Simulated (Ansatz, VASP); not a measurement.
# Ge (Germanium) in two plane-wave programs

Aim: how closely do two programs agree when they are given the same cell, functional and k mesh? The cell is taken from a series of runs on this material, whose earlier steps may have relaxed, scaled, displaced or heated it; both programs get it as it stands.

Method: plane waves, with VASP 6.6.1 beside it; zone-centre phonons at PBEsol, in Ansatz 0.2.0.

This is not the structure that Ge takes at ambient pressure and room temperature (diamond type); it is a model or a phase of other conditions.

## (1) The structure

Symmetry: I4_1/amd, No. 141, tetragonal system. The conventional cell has a = 4.174 Å, b = 4.174 Å, c = 5.498 Å, α = 90.00°, β = 90.00°, γ = 90.00°. Ge has 4 Ge at 2.50 Å nearest. That group holds within 0.01 Å; judged at 0.001 Å it is C2/m (No. 12).

## (2) Ansatz: zone-centre phonons, PBEsol

Ansatz runs on its PAW soft_1 files.

Second derivatives magnify differences that forces hide, and they need a tight electronic threshold.

Contents of input.yaml:

```yaml
crystal:
  lattice:
    - [0.0, 2.951283126, 2.7490732766]
    - [2.951283126, 0.0, 2.7490732766]
    - [2.951283126, 2.951283126, 0.0]
  atoms:
    - { symbol: Ge, position: [0.499875327, 0.499875327, 0.4999862323] }
    - { symbol: Ge, position: [0.750124673, 0.750124673, 0.7500137677] }
kpoints:
  mp_grid: { grid: [12, 12, 12], shift: [0.5, 0.5, 0.5] }
hamiltonian:
  xc: pbesol
  pseudopotentials: { kind: paw, azcp: { folder: soft_1 }, xc_functional: pbe }
scf:
  occupations: { method: gaussian, width: 0.015 }
output:
  eigenvalues: true
phonons:
  method: dfpt
```

Started as:

```bash
> ansatz run input.yaml --threads 4 --pin off --max-ram 10240MiB --backend cpu --events-out ev --progress --plain --runs-dir out
```

Numbers of over 12 decimals in the logs are rounded to 6 here.

The log of the run:

```text
Engine: ansatz 0.2.0, aarch64-unknown-linux-gnu
Pseudopotentials: kind: paw
Pseudopotential: Ge, paw, valence charge 14, recommended cutoff 420 eV (normal), soft_1/Ge.paw.azcp
Functional definition: PBEsol
  exchange = pbesol_x
  correlation = pbesol_c
Crystal: 2 atoms, lattice volume = 47.889 Å³
Basis set: ecut = 420 eV, 925 PW (Γ), exchange–correlation on 64×64×64 points (8 copies of the dense FFT grid, shifted against one another)
Bands: 18, of which v1, the nominal top of the filled ones, is band 14 counted from 1 (13 counted from 0)
Symmetry: 4 space group operations
k-points: 864 of 1728 (irreducible under 1 space group operation, time reversal used)
Non-local potential: Ge, projectors of the file, l = 0: 2, l = 1: 2, l = 2: 3, l = 3: 1
PAW form: soft (Blöchl's): semilocal exchange-correlation on the pseudo side does not see the compensation charge
PAW frozen core: Ge, regenerated for the run's functional, and the local potential with it (the file was generated under x = pbe(κ = 0.804, μ = 0.219515), c = pbe(β = 0.066725))
PAW one-centre angular grid: Ge, 590 points (default); XC on 64 Gauss nodes
Initial density: superposition of atomic densities (chi_scale 0.1, normalization cell)
Initial wavefunctions: pseudopotential atomic-orbital guess
Functional: x = pbesol(κ = 0.804, μ = 0.123457), c = pbesol(β = 0.046)
SCF iter   1: F=—  HF=-8507.018909 eV  |F-HF|=—  |Δ(HF+E_count)|=         —  Δρ=3.25e-2  dr2=4.04e-1  ethr=3.10e-3  ⟨swp⟩=6.0  Hψ=71184  notcnv=0
preconditioner: auto → none  [insulator: Δε(μ)=0.049 eV  Ē_g=23.028 eV  σ=0.015 eV  W_gap=0.52  n_scr=14 (ndim 8)  ℏωp=28.4 eV  f_vac=0.000  D(μ)=0.20/eV (n_scr^D=0)  ε∞_Penn≈2.5]
SCF iter   2: F=—  HF=-8506.962695 eV  |F-HF|=—  |Δ(HF+E_count)|=   5.62e-2  Δρ=1.57e-2  dr2=7.84e-2  ethr=1.44e-3  ⟨swp⟩=2.0  Hψ=25497  notcnv=0
SCF iter   3: F=—  HF=-8506.955891 eV  |F-HF|=—  |Δ(HF+E_count)|=   6.80e-3  Δρ=1.18e-3  dr2=1.87e-4  ethr=2.80e-4  ⟨swp⟩=2.1  Hψ=19583  notcnv=0
SCF iter   4: F=—  HF=-8506.956181 eV  |F-HF|=—  |Δ(HF+E_count)|=   2.90e-4  Δρ=2.37e-4  dr2=1.14e-5  ethr=6.69e-7  ⟨swp⟩=2.0  Hψ=28381  notcnv=0
SCF iter   5: F=—  HF=-8506.956182 eV  |F-HF|=—  |Δ(HF+E_count)|=   5.65e-7  Δρ=5.09e-5  dr2=9.25e-7  ethr=4.07e-8  ⟨swp⟩=2.0  Hψ=27649  notcnv=0
SCF iter   6: F=—  HF=-8506.956181 eV  |F-HF|=—  |Δ(HF+E_count)|=   1.06e-6  Δρ=7.85e-6  dr2=4.78e-8  ethr=3.30e-9  ⟨swp⟩=2.0  Hψ=27649  notcnv=0
SCF iter   7: F=—  HF=-8506.956181 eV  |F-HF|=—  |Δ(HF+E_count)|=   2.94e-9  Δρ=1.94e-6  dr2=1.63e-9  ethr=1.71e-10  ⟨swp⟩=2.8  Hψ=27065  notcnv=0
SCF iter   8: F=—  HF=-8506.956181 eV  |F-HF|=—  |Δ(HF+E_count)|=   1.04e-9  Δρ=7.04e-7  dr2=1.84e-10  ethr=5.81e-12  ⟨swp⟩=2.8  Hψ=27640  notcnv=0
SCF iter   9: F=-8506.956181 eV  HF=-8506.956181 eV  |F-HF|=3.64e-12  |Δ(HF+E_count)|=  3.82e-11  Δρ=9.70e-8  dr2=2.45e-12  ethr=1.00e-12  ⟨swp⟩=4.1  Hψ=71266  notcnv=0
SCF 1 converged in 9 iterations: F = -8506.956181 eV  dr2 = 2.45e-12
  greatest PAW one-centre occupation: 0.998 electrons in one spin orbital (limit 2), on the Ge atom at site 1 (counted from 0), in its partial waves of l = 2
DFPT response loops at Γ: preconditioner auto → Kerker (q_TF=auto, 2.495 Å⁻¹) (partly filled bands, converged f_vac=0.073); β = 1.00, the filter's whole step (`scf.mixing.beta` (0.50) is not read by the response loops under this deck's `scf.mixing.preconditioner`; to damp them name `kerker` or `kerker_dos`, under which they read `scf.mixing.beta`, and type it under 1.00, their step now; both keys bind the ground state too); Broyden in place of MSR1
SCF converged after 9 iterations
Free energy (F): -8506.956181 eV
Harris-Foulkes:  -8506.956181 eV  (|F-HF|=3.64e-12)
Internal energy: -8506.956151 eV  (E = F + TS)
E sigma→0 (E₀):  -8506.956166 eV
Entropy (-TS):   -0.000030 eV (-0.015 meV/atom)
Fermi energy:    7.711806 eV
--- Per-component energies (eV) ---
  E_band       = -321.252856
  E_kinetic    = 184.302535
  E_local      = -4580.053232  (includes V_loc(G=0)·N_el)
  E_nonlocal   = 437.944061
  E_hartree    = 2173.997993
  E_xc         = -141.538146
  E_vxc        = -129.442867  (∫ρ·V_xc dr)
  E_paw        = -3944.041781  (= ΣΔE_a)
  E_vpaw       = -581.999437  (= ΣTr[D̂ρ^β])
  E_aug_tail   = 0.000042  (compensation charges beyond the density's cutoff)
  E_ewald      = -2639.403497
  E_core_change = 1.835876  (= ΣΔE_core)
  E_smearing   = -0.000030  (= −TS)
  E_closure    = 0.000000  (closes the sum)
  Σ components = -8506.956181   (vs F -8506.956181, Δ=0.00e0)
--- Band table (eV; the first three rows and the last of 864) ---
  k-point 0: bands = [... 10 lower, -4.6584, 6.6627, 7.4810, 7.7273, 8.1347, 10.0346, 10.3864, 10.4042]
  k-point 1: bands = [... 10 lower, -4.5550, 5.5734, 7.3894, 7.4716, 8.5253, 10.4958, 10.5866, 10.6873]
  k-point 2: bands = [... 10 lower, -4.2943, 4.1711, 7.0223, 7.0613, 8.5220, 10.8499, 11.0959, 11.7764]
  k-point 863: bands = [... 10 lower, -2.7020, 0.3272, 5.8929, 6.5569, 7.8448, 11.1593, 11.6796, 14.7640]
--- Phonons (Γ-DFPT): 2 representative perturbations + reference, on 864 of 1728 k-points (Σ response iterations 6) ---
  k mesh reduced under 1 symmetry operation, with k and −k counted as one. Each operation leaves every solved perturbation unchanged. A smaller set is not used because it would not reduce the number of displacements times k-points to solve
  ASR residual: 4.366e-5 → 0.000e0 eV/Å²; symmetrization residual: 1.551e-6 eV/Å²
  ASR residual per site (eV/Å²): 4.37e-5 4.37e-5
  Γ frequencies (cm⁻¹): 0.00 0.00 0.00 256.22 263.76 265.19
  non-analytic LO–TO correction: not included (Born effective charges unavailable; polar crystals: no LO–TO splitting at Γ)
```

(Part 1 of 3 ends here.)

[Lines on the potential files, build, host, timing and source positions are cut from VASP's logs without a mark.]

[Logs are printed without paths, hosts, clocks, repeated set-up lines and the standing remarks that a program may print on its own settings, such as how far it seeks lower states.]

[Hosts, paths, dates, database ids (printed as entryN), source tags and the programs' standing remarks are cut or masked in the printed files.]
